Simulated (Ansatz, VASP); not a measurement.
# Te (Tellurium) in two plane-wave programs, part 2 of 2

Aim: how closely do two programs agree when they are given the same cell, functional and k mesh? The cell is taken from a series of VASP runs on this material, whose earlier steps may have relaxed, scaled or displaced it; both programs get it as it stands.

VASP 6.6.1 and Ansatz 0.2.0.

So far: The structure; VASP: zone-centre phonons, PBEsol with D3(BJ).

### 3. Ansatz: zone-centre phonons, PBEsol with D3(BJ)

Level of this step: Ansatz beside VASP: Kohn-Sham DFT, plane waves, PBEsol with D3(BJ) (Ansatz).

Ansatz runs on its default PAW (the set named soft_2) files.

The same cell, functional, mesh and smearing now go to Ansatz, which takes its cutoff from its data sets.

input.yaml

```yaml
crystal:
  lattice:
    - [4.192051902, 0.0, 0.0]
    - [-2.096025951, 3.6304234411, 0.0]
    - [0.0, 0.0, 5.9552549539]
  atoms:
    - { symbol: Te, position: [0.705307425, 0.705307425, 0.0] }
    - { symbol: Te, position: [0.0, 0.294692575, 0.6666666667] }
    - { symbol: Te, position: [0.294692575, 0.0, 0.3333333333] }
hamiltonian:
  xc: pbesol
  pseudopotentials: { kind: paw }
  dispersion: d3bj
kpoints:
  mp_grid: { grid: [8, 8, 6] }
scf:
  occupations: { method: gaussian, width: 0.03 }
phonons:
  method: dfpt
  qpoints: [[0, 0, 0]]
```

Launch:

```sh
$ ansatz run input.yaml --threads 4 --pin off --max-ram 9216MiB --backend cpu --events-out ev --progress --plain --runs-dir out
```

Numbers of over 12 decimals in the logs are rounded to 6 here.

The program printed:

```text
Engine: ansatz 0.2.0, x86_64-unknown-linux-gnu
Pseudopotentials: kind: paw
Pseudopotential: Te, paw, valence charge 16, recommended cutoff 420 eV (normal), Te.paw.azcp
Functional definition: PBEsol
  exchange = pbesol_x
  correlation = pbesol_c
Crystal: 3 atoms, lattice volume = 90.633 Å³
Basis set: ecut = 420 eV, 1717 PW (Γ), exchange–correlation on 60×60×96 points (8 copies of the dense FFT grid, shifted against one another)
Bands: 29, of which v1, the nominal top of the filled ones, is band 24 counted from 1 (23 counted from 0)
Symmetry: 6 space group operations
k-points: 196 of 384 (irreducible under 1 space group operation, time reversal used)
Non-local potential: Te, projectors of the file, l = 0: 2, l = 1: 2, l = 2: 2, l = 3: 2
PAW form: soft (Blöchl's): semilocal exchange-correlation on the pseudo side does not see the compensation charge
PAW frozen core: Te, regenerated for the run's functional, and the local potential with it (the file was generated under x = pbe(κ = 0.804, μ = 0.219515), c = pbe(β = 0.066725))
PAW one-centre angular grid: Te, 590 points (default); XC on 64 Gauss nodes
Initial density: superposition of atomic densities (neutral atoms: chi_scale 0, normalization atom), corrected by the library's trained network
Initial wavefunctions: pseudopotential atomic-orbital guess
Functional: x = pbesol(κ = 0.804, μ = 0.123457), c = pbesol(β = 0.046)
SCF iter   1: F=—  HF=-20705.879778 eV  |F-HF|=—  |Δ(HF+E_count)|=         —  Δρ=2.29e-3  dr2=2.50e-3  ethr=1.77e-3  ⟨swp⟩=7.6  Hψ=26586  notcnv=0
preconditioner: auto → Resta (q_TF=auto, 2.454 Å⁻¹)  ε∞=4.5  [insulator: Δε(μ)=0.218 eV  Ē_g=8.860 eV  σ=0.030 eV  W_gap=1.00  n_scr=22 (ndim 8)  ℏωp=16.5 eV  f_vac=0.007  D(μ)=0.00/eV (n_scr^D=0)  ε∞_Penn≈4.5]
SCF iter   2: F=—  HF=-20705.876343 eV  |F-HF|=—  |Δ(HF+E_count)|=   3.43e-3  Δρ=1.23e-3  dr2=6.78e-4  ethr=5.21e-6  ⟨swp⟩=2.8  Hψ=12548  notcnv=0  defer=116
SCF iter   3: F=—  HF=-20705.876325 eV  |F-HF|=—  |Δ(HF+E_count)|=   1.80e-5  Δρ=2.33e-4  dr2=3.96e-5  ethr=1.41e-6  ⟨swp⟩=2.0  Hψ=10195  notcnv=0  defer=116
SCF iter   4: F=—  HF=-20705.876305 eV  |F-HF|=—  |Δ(HF+E_count)|=   2.00e-5  Δρ=1.03e-4  dr2=7.89e-6  ethr=8.24e-8  ⟨swp⟩=2.0  Hψ=10195  notcnv=0  defer=116
SCF iter   5: F=—  HF=-20705.876308 eV  |F-HF|=—  |Δ(HF+E_count)|=   3.22e-6  Δρ=2.97e-5  dr2=8.26e-7  ethr=1.64e-8  ⟨swp⟩=1.4  Hψ=6106  notcnv=0  defer=116
SCF iter   6: F=—  HF=-20705.876308 eV  |F-HF|=—  |Δ(HF+E_count)|=   1.58e-7  Δρ=5.83e-6  dr2=3.75e-8  ethr=1.72e-9  ⟨swp⟩=2.0  Hψ=7057  notcnv=0  defer=116
SCF iter   7: F=—  HF=-20705.876308 eV  |F-HF|=—  |Δ(HF+E_count)|=   7.52e-9  Δρ=1.53e-6  dr2=2.00e-9  ethr=7.81e-11  ⟨swp⟩=2.0  Hψ=9983  notcnv=0  defer=116
SCF iter   8: F=—  HF=-20705.876308 eV  |F-HF|=—  |Δ(HF+E_count)|=  2.18e-10  Δρ=2.32e-7  dr2=3.60e-11  ethr=4.16e-12  ⟨swp⟩=2.0  Hψ=10195  notcnv=0  defer=116
SCF iter   9: F=-20705.876308 eV  HF=-20705.876308 eV  |F-HF|=3.64e-12  |Δ(HF+E_count)|=  1.46e-11  Δρ=5.81e-8  dr2=2.87e-12  ethr=1.00e-12  ⟨swp⟩=10.3  Hψ=28569  notcnv=0
SCF 1 converged in 9 iterations: F = -20705.876308 eV  dr2 = 2.87e-12
  greatest PAW one-centre occupation: 0.998 electrons in one spin orbital (limit 2), on the Te atom at site 2 (counted from 0), in its partial waves of l = 2
DFPT response loops at Γ: preconditioner auto → Resta (q_TF=auto, 2.454 Å⁻¹)  ε∞=16.7 (no band partly filled); β = 1.00, the filter's whole step (`scf.mixing.beta` (0.50) is not read by the response loops at its default; to damp them type it under 1.00, their step now; it binds the ground state too); Broyden in place of MSR1
SCF converged after 9 iterations
Free energy (F): -20705.876308 eV
Harris-Foulkes:  -20705.876308 eV  (|F-HF|=3.64e-12)
Internal energy: -20705.876308 eV  (E = F + TS)
E sigma→0 (E₀):  -20705.876308 eV
Fermi energy:    10.468230 eV
--- Per-component energies (eV) ---
  E_band       = -725.468484
  E_kinetic    = 544.034539
  E_local      = -3446.954237  (includes V_loc(G=0)·N_el)
  E_nonlocal   = -924.110573
  E_hartree    = 2277.121392
  E_xc         = -371.472344
  E_vxc        = -314.154352  (∫ρ·V_xc dr)
  E_paw        = -13752.810483  (= ΣΔE_a)
  E_vpaw       = -1138.525994  (= ΣTr[D̂ρ^β])
  E_aug_tail   = -0.000557  (compensation charges beyond the density's cutoff)
  E_ewald      = -5031.431168
  E_disp       = -1.377323  (pairwise vdW)
  E_core_change = 1.124446  (= ΣΔE_core)
  E_smearing   = -0.000000  (= −TS)
  E_closure    = -0.000000  (closes the sum)
  Σ components = -20705.876308   (vs F -20705.876308, Δ=0.00e0)
--- Band table (eV; the first three rows and the last of 196) ---
  k-point 0: bands = [... 20 lower, 8.0276, 8.6625, 8.6625, 9.1662, 11.5860, 11.5860, 12.3587, 15.2165, ... 1 higher]
  k-point 1: bands = [... 20 lower, 8.0607, 8.7941, 9.1147, 9.2494, 11.3268, 11.3555, 12.0620, 14.5125, ... 1 higher]
  k-point 2: bands = [... 20 lower, 7.9415, 9.1307, 9.4901, 9.6611, 10.8520, 10.8904, 11.4271, 14.0572, ... 1 higher]
  k-point 195: bands = [... 20 lower, 6.7818, 7.4988, 7.7042, 10.0670, 10.5739, 12.6717, 13.3161, 14.4882, ... 1 higher]
--- Phonons (Γ-DFPT): 2 representative perturbations + reference, on 196 of 384 k-points (Σ response iterations 6) ---
  k mesh reduced under 1 symmetry operation, with k and −k counted as one. Each operation leaves every solved perturbation unchanged. A smaller set is not used because it would not reduce the number of displacements times k-points to solve
  ASR residual: 1.255e-4 → 0.000e0 eV/Å²; symmetrization residual: 2.951e-6 eV/Å²
  pairwise dispersion correction: d3bj (s6 = 1.0, s8 = 2.9491, a1 = 0.4466, a2_bohr = 6.1742), with the weights of each atom's references fixed at the reference crystal's, and the forces and stress that the weights' published response gives there kept as a pressure on the atom's counted neighbours (hamiltonian.dispersion)
  ASR residual per site (eV/Å²): 1.25e-4 1.25e-4 1.25e-4
  Γ frequencies (cm⁻¹): 0.00 0.00 0.00 79.09 79.09 88.65 92.93 126.66 126.66
  non-analytic LO–TO correction: not included (Born effective charges unavailable; polar crystals: no LO–TO splitting at Γ)
--- Phonons (arbitrary-q DFPT): 1 explicit q-point ---
  q = [0, 0, 0] (of the zone-centre solve; hermiticity 6.18e-7, symmetrization 2.96e-7): -0.00 -0.00 -0.00 79.09 79.09 88.65 92.93 126.66 126.66
  sum rule: each row above includes the acoustic sum rule's correction from the zone centre's row sums; it moved no ω² by more than (0.52 cm⁻¹)²
```

Wall time 38 s (4 threads of Intel Xeon Platinum 8259CL at 2.50GHz (Skylake/Cascade Lake), shared host); peak memory 1.9 GiB; 2.4 min of CPU time.

In the SCF lines HF is the Harris–Foulkes energy and dr2 the Hartree energy of the density residual, in eV; the loop may stop once dr2 is under the threshold and the program's other checks hold. Hψ counts applications of the Hamiltonian.

### 4. Comparison

Known differences besides the potentials themselves: the data sets hold 48 valence electrons in Ansatz (default PAW (the set named soft_2) files) and 18 in VASP; the cutoff is 420 eV in Ansatz and 450 eV in VASP; Ansatz makes its cores anew for this functional, VASP keeps those of its PBE data sets; VASP leaves aspherical gradient terms in its spheres out (LASPH is not set), Ansatz keeps them; Ansatz takes the dispersion share of the force constants at frozen C6 weights, VASP differentiates the full forces; VASP uses finite displacements, Ansatz perturbation theory. Total energies have different zeros and are not compared.

Both answers:

| quantity | Ansatz | VASP | difference |
| --- | --- | --- | --- |
| optical mode 1 to 2 (cm⁻¹) | 79.1 | 80.1 | -1.24 % |
| optical mode 3 (cm⁻¹) | 88.7 | 89.2 | -0.57 % |
| optical mode 4 (cm⁻¹) | 92.9 | 94.5 | -1.64 % |
| optical mode 5 to 6 (cm⁻¹) | 126.7 | 128.1 | -1.14 % |

Modes are paired by rising frequency and degeneracy, not by their patterns, so a pair may still set unlike modes beside each other.

### 5. Outcome

```json
{
 "r.m.s. difference of the optical zone-centre modes, each program's sorted by frequency (zone-centre phonons, PBEsol with D3(BJ))": "1.2 cm⁻¹",
 "difference in optical mode 4 (zone-centre phonons, PBEsol with D3(BJ))": "-1.6 %"
}
```

In words: The r.m.s. difference of the optical zone-centre modes, each program's sorted by frequency is 1.2 cm⁻¹ (zone-centre phonons, PBEsol with D3(BJ)). Among the rows given in per cent, the largest difference of the zone-centre phonons, PBEsol with D3(BJ) pair is in optical mode 4, -1.6 %. Such differences can come from data sets, numerical settings and the points named under the comparisons, not from the functional's error against experiment.

[Lines on the potential files, build, host, timing and source positions are cut from VASP's logs without a mark.]

[Logs are printed without paths, hosts, clocks, repeated set-up lines and the standing remarks that a program may print on its own settings, such as how far it seeks lower states.]

[Hosts, paths, dates, database ids (printed as entryN), source tags and the programs' standing remarks are cut or masked in the printed files.]
